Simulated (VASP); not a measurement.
Consider the following.

```
CELL_PARAMETERS angstrom
      0.00000     3.03172     3.03172
      3.03172     0.00000     3.03172
      3.03172     3.03172     0.00000
ATOMIC_POSITIONS crystal
  Sr 0.00000 0.00000 0.00000
```

The numbers are results of r2SCAN+rVV10, VASP's PBE PAW potentials (set 64) (plane waves; VASP 6.6.1), not measurements. Run with 520 eV cut-off, 12×12×12 Γ-centred mesh, tetrahedra with Blöchl corrections, potentials Sr_sv.

Task: Give the energies of bands 5 to 8 at the high-symmetry points, in eV from the Fermi level.

Result: 
```csv
band,Γ,X,U,L,W
5,-3.82,-0.59,-0.06,-1.06,0.11
6,2.70,0.50,0.34,-0.05,0.70
7,2.70,1.01,0.86,2.50,0.70
8,2.70,5.30,3.75,2.50,2.60
```

It has no gap at this level: it comes out as a metal or semimetal.

The compound is Sr in the fcc structure. It was relaxed first.
